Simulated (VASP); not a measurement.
OSZICAR of a VASP run on SrTiO3 (cubic perovskite):

OSZICAR:
```
       N       E                     dE             d eps       ncg     rms          rms(c)
DAV:   1     0.460379258994E+03    0.46038E+03   -0.21696E+04   960   0.185E+03
DAV:   2     0.624662346387E+01   -0.45413E+03   -0.44815E+03  1184   0.498E+02
DAV:   3    -0.397061331736E+02   -0.45953E+02   -0.43731E+02  1352   0.149E+02
DAV:   4    -0.418115432306E+02   -0.21054E+01   -0.21045E+01  1408   0.292E+01
DAV:   5    -0.418833545059E+02   -0.71811E-01   -0.71807E-01  1344   0.405E+00    0.270E+01
DAV:   6    -0.310021522762E+02    0.10881E+02   -0.72219E+01  1432   0.759E+01    0.163E+01
DAV:   7    -0.310043570652E+02   -0.22048E-02   -0.10411E+01  1240   0.255E+01    0.108E+01
DAV:   8    -0.309607446125E+02    0.43612E-01   -0.19549E+00  1192   0.149E+01    0.302E+00
DAV:   9    -0.308981799957E+02    0.62565E-01   -0.42391E-01  1208   0.626E+00    0.913E-01
DAV:  10    -0.308986688977E+02   -0.48890E-03   -0.10296E-01  1328   0.243E+00    0.746E-01
DAV:  11    -0.308925292189E+02    0.61397E-02   -0.49017E-02  1472   0.181E+00    0.149E-01
DAV:  12    -0.308924306988E+02    0.98520E-04   -0.17725E-03  1168   0.449E-01    0.899E-02
DAV:  13    -0.308923799815E+02    0.50717E-04   -0.99384E-04  1376   0.305E-01    0.322E-02
DAV:  14    -0.308923759710E+02    0.40105E-05   -0.16795E-04  1200   0.121E-01    0.207E-02
DAV:  15    -0.308923747080E+02    0.12629E-05   -0.80438E-06  1296   0.256E-02    0.122E-02
DAV:  16    -0.308923733956E+02    0.13124E-05   -0.10310E-05  1232   0.351E-02    0.193E-03
DAV:  17    -0.308923733993E+02   -0.36857E-08   -0.62143E-07  1152   0.663E-03
   1 F= -.30892373E+02 E0= -.30892373E+02  d E =-.369583E-19
```

Which electronic solver shows in the log?

It is blocked Davidson (ALGO = Normal, or the opening steps of other solvers). The INCAR had ALGO = Normal.

Can the final energy be trusted as converged?

The calculation finished and met its thresholds. It stopped with EDIFF = 1E-7, NELM = 100 (optB88-vdW, plane waves, VASP's PBE PAW potentials (set 64)).

The compound is SrTiO3 in the cubic perovskite structure, the ideal cubic form; the compound distorts at low or room temperature. It was relaxed first.
